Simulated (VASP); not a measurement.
Given:

```xyz
3
Lattice="3.2373 0.0000 0.0000 -1.6187 2.8036 0.0000 0.0000 0.0000 3.7319" Properties=species:S:1:pos:R:3 pbc="T T T"
Tm     0.0000     0.0000     0.0000
B      0.0000     1.8691     1.8660
B      1.6187     0.9345     1.8410
```

These are PBEsol GGA, VASP's PBE PAW potentials (set 64) (plane waves; VASP) values and carry that method's errors. Run with 600 eV cut-off, 10×10×8 Γ-centred mesh, first-order Methfessel-Paxton smearing of 0.10 eV, potentials Tm_3 B.

The 4f electrons are frozen in the core of the lanthanide potential, so 4f levels, which can set the real gap, and their magnetism are missing.

Which forces act on the atoms, in eV/Å?

```csv
atom,Fx,Fy,Fz
Tm1,0.000,0.000,-0.121
B2,0.000,0.000,-0.109
B3,0.000,0.000,0.230
```

Give the stress tensor in GPa (positive for a compressed cell).

```
0.06  0.00  0.00
0.00  0.06  0.00
0.00  0.00  0.19
```
The pressure is its mean diagonal, 0.10 GPa.

The structure comes from a computed database's TmB2 entry (P6/mmm); how it stands against other phases isn't given here. This cell was strained or had an atom moved on purpose. The electron count is odd and the run is not spin-polarised, which forces a metal.
